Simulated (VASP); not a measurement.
HfO$_{2}$ (fluorite): the LDA highest Γ mode (no LO-TO splitting) against the volume, with the cell scaled uniformly; LDA's own equilibrium is at 10.305 Å³/atom. VASP (PAW), 520 eV cut-off, 9×9×9 Γ-centred mesh, Gaussian smearing of 0.010 eV, potentials Hf_pv O.  Fit ln ω as a straight line in ln V.

```
V (Å³/atom)  ln(ω/cm⁻¹)
-----------  ----------
9.068            6.5952
9.378            6.5468
9.687            6.4999
9.996            6.4530
10.305           6.4064
10.614           6.3596
```

Question: Fit the rows as the text says and predict the value at 10.923.

Answer: The slope is -1.49, a mode Grüneisen parameter of 1.49. The line misses the rows by up to 0.0021 and gives 6.3189 at 10.923. The run gave 6.3145, -0.0044 from the line.

Left out are failed runs and those whose mesh is unfit for this quantity.

The compound is HfO2 in the fluorite structure, the high-temperature cubic form, which is unstable at 0 K; the monoclinic form is the stable one.
